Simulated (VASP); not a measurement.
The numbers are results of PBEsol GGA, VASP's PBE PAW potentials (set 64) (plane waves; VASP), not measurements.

The input files of a VASP run:

POSCAR:
```
SrO
1
    0.0000000000     2.5669863184     2.5669863184
    2.5669863184    -0.0000000000     2.5669863184
    2.5669863184     2.5669863184     0.0000000000
Sr O
1 1
Direct
  0.0000000000   0.0000000000   0.0000000000
  0.5000000000   0.5000000000   0.5000000000
```

INCAR:
```
SYSTEM = SrO
PREC = Accurate; ENCUT = 650; LREAL = .FALSE.
LASPH = .TRUE.
EDIFF = 1E-7; NELM = 100; ALGO = Normal
LMAXMIX = 4
ISMEAR = 0; SIGMA = 0.05
GGA = PS
IBRION = 6; NSW = 1; ISIF = 3
POTIM = 0.015; NFREE = 2
LWAVE = .FALSE.; LCHARG = .FALSE.
```

KPOINTS:
```
Automatic mesh
0
Gamma
8 8 8
0 0 0
```

POTCAR, in this order: Sr_sv O (PBE.64 set). Program: vasp_std.

What will the output report for the number of irreducible k-points (NKPTS), number of bands (NBANDS), largest plane-wave count, number of space-group operations, FFT grid (NGX, NGY, NGZ)?

number of irreducible k-points (NKPTS): 29
number of bands (NBANDS): 12
largest plane-wave count: 1287
number of space-group operations: 48
FFT grid (NGX, NGY, NGZ): 30 × 30 × 30

The structure comes from a measured SrO entry (Fm-3m) of the Crystallography Open Database, whose conditions weren't checked. It was relaxed first.
